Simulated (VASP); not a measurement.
Level of theory: PBE GGA, VASP's PBE PAW potentials (set 64) (plane waves; VASP 6.6.1).

The input files of a VASP run:

**POSCAR**
```
Zn
1
    1.3186380000    -2.3046000000     0.0000000000
    1.3186380000     2.3046000000     0.0000000000
    0.0000000000     0.0000000000     5.0577230000
Zn
2
Direct
  0.3333330000   0.6666670000   0.2500000000
  0.6906460000   0.3573120000   0.7500000000
```

**INCAR**
```
! general
SYSTEM  = Zn
PREC    = Accurate
ENCUT   = 400
LREAL   = .False.
LASPH   = .True.
ISYM    = 0

! electronic loop
EDIFF   = 1E-6
NELM    = 100
ALGO    = Normal
LMAXMIX = 4

! smearing
ISMEAR  = 1
SIGMA   = 0.1

! functional
GGA     = PE

! ions
ISIF    = 2

! output
LWAVE   = .False.
LCHARG  = .False.
```

**KPOINTS**
```
Automatic mesh
0
Gamma
14 14 7
0 0 0
```

POTCAR, in this order: Zn (PBE.64 set). Program: vasp_std.

Output

OSZICAR:
```
       N       E                     dE             d eps       ncg     rms          rms(c)
DAV:   1     0.857134911731E+02    0.85713E+02   -0.11062E+04 22504   0.200E+03
DAV:   2    -0.674796512853E-01   -0.85781E+02   -0.84657E+02 22480   0.275E+02
DAV:   3    -0.239844514002E+01   -0.23310E+01   -0.23274E+01 27776   0.567E+01
DAV:   4    -0.240459248734E+01   -0.61473E-02   -0.61471E-02 25232   0.295E+00
DAV:   5    -0.240460221529E+01   -0.97280E-05   -0.97281E-05 27376   0.958E-02    0.395E+00
DAV:   6    -0.221153007810E+01    0.19307E+00   -0.96083E-01 22320   0.217E+01    0.297E+00
DAV:   7    -0.220256909862E+01    0.89610E-02   -0.29091E-02 27840   0.317E+00    0.153E+00
DAV:   8    -0.219811197397E+01    0.44571E-02   -0.18650E-03 29112   0.729E-01    0.480E-02
DAV:   9    -0.219812123758E+01   -0.92636E-05   -0.29505E-04 30520   0.256E-01    0.337E-02
DAV:  10    -0.219812372888E+01   -0.24913E-05   -0.28089E-05 23856   0.766E-02    0.268E-03
DAV:  11    -0.219812354867E+01    0.18021E-06   -0.14722E-07 14552   0.384E-03
   1 F= -.21981235E+01 E0= -.21978939E+01  d E =-.688852E-03
```

OUTCAR:
```
------------------------ aborting loop because EDIFF is reached ----------------------------------------
  FORCE on cell =-STRESS in cart. coord.  units (eV):
  Direction    XX          YY          ZZ          XY          YZ          ZX
  --------------------------------------------------------------------------------------
  Total       -0.0559794     -0.0239416     -0.2970946     -0.0293278     -0.0000004     -0.0000004
  in kB       -2.9176476     -1.2478346    -15.4845689     -1.5285645     -0.0000229     -0.0000216
  external PRESSURE =      -6.5500170 kB  Pullay stress =       0.0000000 kB
  volume of cell :       30.74
      direct lattice vectors                 reciprocal lattice vectors
     1.318638000 -2.304600000  0.000000000     0.379179123 -0.216957390  0.000000000
     1.318638000  2.304600000  0.000000000     0.379179123  0.216957390  0.000000000
     0.000000000  0.000000000  5.057723000     0.000000000  0.000000000  0.197717431
 POSITION                                       TOTAL-FORCE (eV/Angst)
 -----------------------------------------------------------------------------------
      1.31864      0.76820      1.26443         0.028158     -0.004639      0.000001
      1.38188     -0.76820      3.79329        -0.028158      0.004639     -0.000001
 -----------------------------------------------------------------------------------
    total drift:                                0.000284     -0.000003     -0.000001
  FREE ENERGIE OF THE ION-ELECTRON SYSTEM (eV)
  ---------------------------------------------------
  free  energy   TOTEN  =        -2.1981235487 eV

  energy  without entropy=       -2.1974346970  energy(sigma->0) =       -2.19789393
```
(Selected blocks of OUTCAR.)

The compound is Zn in the hcp structure. The cell was not relaxed at this level, atoms are displaced from their ideal sites. The run is one of a series of settings (ISYM = 0 against the base run), some of them coarse on purpose.
